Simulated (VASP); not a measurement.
All values below come from PBE GGA, VASP's PBE PAW potentials (set 64) (plane waves; VASP).

A VASP calculation is set up with these files.

POSCAR:
```
FeO
1.0
  4.3300000000   2.1650000000   2.1650000000
  2.1650000000   4.3300000000   2.1650000000
  2.1650000000   2.1650000000   4.3300000000
Fe O
2 2
Cartesian
  0.0000000000   0.0000000000   0.0000000000
  4.3300000000   4.3300000000   4.3300000000
  2.1650000000   2.1650000000   2.1650000000
  6.4950000000   6.4950000000   6.4950000000
```

KPOINTS:
```
Automatic mesh
0
Gamma
8 8 8
0 0 0
```

INCAR:
```
# general
SYSTEM =FeO
PREC   =Accurate
ENCUT  =520
LREAL  =F   # projection in real space or not
LASPH  =T

# electronic loop
EDIFF  =1E-6   # SCF stop (eV)
NELM   =100   # most electronic steps
ALGO   =Normal
LMAXMIX=4   # l cut-off of mixed one-centre charges

# smearing
ISMEAR =0   # Gaussian
SIGMA  =0.05

# functional
GGA    =PE   # PBE

# spin
ISPIN  =2
MAGMOM =0.8 -0.8 0.0 0.0

# ions
ISIF   =2   # forces and stress, cell fixed

# output
LWAVE  =F
LCHARG =F
LORBIT =10
```

POTCAR, in this order: Fe O (PBE.64 set). Program: vasp_std.

Output of the run:

### OUTCAR
```
 ion  position               nearest neighbor table
   1  0.000  0.000  0.000-   4 2.17   4 2.17   4 2.17   3 2.17   3 2.17   3 2.17   2 3.06   2 3.06
                             2 3.06   2 3.06   2 3.06   2 3.06
   2  0.500  0.500  0.500-   3 2.17   3 2.17   3 2.17   4 2.17   4 2.17   4 2.17   1 3.06   1 3.06
                             1 3.06   1 3.06   1 3.06   1 3.06
   3  0.250  0.250  0.250-   1 2.17   1 2.17   1 2.17   2 2.17   2 2.17   2 2.17
   4  0.750  0.750  0.750-   2 2.17   2 2.17   2 2.17   1 2.17   1 2.17   1 2.17
  LATTYP: Found a trigonal (rhomboedric) cell.
 ALAT       =     5.3031452931
 COS(alpha) =     0.8333333333
 Subroutine PRICEL returns following result:
  LATTYP: Found a face centered cubic cell.
 ALAT       =     4.3300000000
 Subroutine GETGRP returns: Found 12 space group operations
The static configuration has the point symmetry D_3d.
The dynamic configuration has the point symmetry D_3d.
The overall configuration has the point symmetry D_3d.
 Subroutine INISYM returns: Found 12 space group operations
 Subroutine IBZKPT returns following result:
 Found     65 irreducible k-points:

 Following reciprocal coordinates:
            Coordinates               Weight
  0.000000  0.000000  0.000000      1.000000
  0.125000 -0.000000 -0.000000      6.000000
...
```

**OSZICAR**
```
       N       E                     dE             d eps       ncg     rms          rms(c)
DAV:   1     0.251724175298E+03    0.25172E+03   -0.13968E+04  4712   0.187E+03
DAV:   2     0.733648650338E+01   -0.24439E+03   -0.23674E+03  4728   0.398E+02
DAV:   3    -0.301261985624E+02   -0.37463E+02   -0.35689E+02  6346   0.158E+02
DAV:   4    -0.321507674757E+02   -0.20246E+01   -0.19033E+01  6594   0.355E+01
DAV:   5    -0.322078888176E+02   -0.57121E-01   -0.52180E-01  6198   0.514E+00    0.207E+01
DAV:   6    -0.319521023331E+02    0.25579E+00   -0.82296E+01  6978   0.113E+02    0.263E+01
DAV:   7    -0.285044321437E+02    0.34477E+01   -0.39532E+01  8042   0.982E+01    0.177E+01
DAV:   8    -0.289935367251E+02   -0.48910E+00   -0.24018E+00  4908   0.130E+01    0.164E+01
DAV:   9    -0.299293950837E+02   -0.93586E+00   -0.61881E+00  7998   0.365E+01    0.771E+00
DAV:  10    -0.298117399271E+02    0.11766E+00   -0.11318E+00  7196   0.197E+01    0.928E+00
DAV:  11    -0.296769189656E+02    0.13482E+00   -0.13985E+00  7152   0.125E+01    0.496E+00
DAV:  12    -0.298251445897E+02   -0.14823E+00   -0.44739E-01  7898   0.138E+01    0.151E+00
DAV:  13    -0.297996639479E+02    0.25481E-01   -0.14775E-01  5594   0.361E+00    0.348E-01
DAV:  14    -0.297995280764E+02    0.13587E-03   -0.71887E-03  6054   0.107E+00    0.477E-01
DAV:  15    -0.297998952028E+02   -0.36713E-03   -0.26423E-03  7412   0.111E+00    0.125E-01
DAV:  16    -0.298000351115E+02   -0.13991E-03   -0.61846E-04  7026   0.347E-01    0.339E-02
DAV:  17    -0.298000385804E+02   -0.34689E-05   -0.65109E-05  5926   0.935E-02    0.176E-02
DAV:  18    -0.298000403230E+02   -0.17426E-05   -0.13586E-05  5644   0.343E-02    0.200E-02
DAV:  19    -0.298000395019E+02    0.82107E-06   -0.13304E-06  2622   0.267E-02
   1 F= -.29800040E+02 E0= -.29796627E+02  d E =-.682537E-02  mag=     0.0000
```

### OUTCAR
```
------------------------ aborting loop because EDIFF is reached ----------------------------------------
  FORCE on cell =-STRESS in cart. coord.  units (eV):
  Direction    XX          YY          ZZ          XY          YZ          ZX
  --------------------------------------------------------------------------------------
  Total       -0.9625886     -0.9625886     -0.9625886      0.7343379      0.7343379      0.7343379
  in kB      -37.9942261    -37.9942261    -37.9942261     28.9849670     28.9849670     28.9849670
  external PRESSURE =     -37.9942261 kB  Pullay stress =       0.0000000 kB
  volume of cell :       40.59
      direct lattice vectors                 reciprocal lattice vectors
     4.330000000  2.165000000  2.165000000     0.346420323 -0.115473441 -0.115473441
     2.165000000  4.330000000  2.165000000    -0.115473441  0.346420323 -0.115473441
     2.165000000  2.165000000  4.330000000    -0.115473441 -0.115473441  0.346420323
 POSITION                                       TOTAL-FORCE (eV/Angst)
 -----------------------------------------------------------------------------------
      0.00000      0.00000      0.00000        -0.000000      0.000000     -0.000000
      4.33000      4.33000      4.33000        -0.000000      0.000000     -0.000000
      2.16500      2.16500      2.16500         0.000000      0.000000     -0.000000
      6.49500      6.49500      6.49500        -0.000000     -0.000000      0.000000
 -----------------------------------------------------------------------------------
    total drift:                                0.000000     -0.000000     -0.000000
  FREE ENERGIE OF THE ION-ELECTRON SYSTEM (eV)
  ---------------------------------------------------
  free  energy   TOTEN  =       -29.8000395019 eV

  energy  without entropy=      -29.7932141351  energy(sigma->0) =      -29.79662682

 total charge

# of ion       s       p       d       tot
------------------------------------------
    1        0.280   0.344   6.115   6.739
    2        0.280   0.344   6.115   6.739
    3        1.561   3.414   0.000   4.975
    4        1.561   3.414   0.000   4.975
--------------------------------------------------
tot          3.681   7.515  12.231  23.427

 magnetization (x)

# of ion       s       p       d       tot
------------------------------------------
    1        0.004   0.004   3.431   3.438
    2       -0.004  -0.004  -3.431  -3.438
    3        0.000   0.000   0.000   0.000
    4        0.000   0.000   0.000   0.000
--------------------------------------------------
tot          0.000   0.000   0.000   0.000
```
(Selected blocks of OUTCAR.)

The compound is FeO in the rock salt, AFM-II order structure. The cell was not relaxed at this level. The k-mesh is coarse (spacing up to 0.30 per Å, 2π included), so the numbers may not be converged in it. The run is one of a series of settings (MAGMOM = 0.8 -0.8 0.0 0.0 against the base run), some of them coarse on purpose.
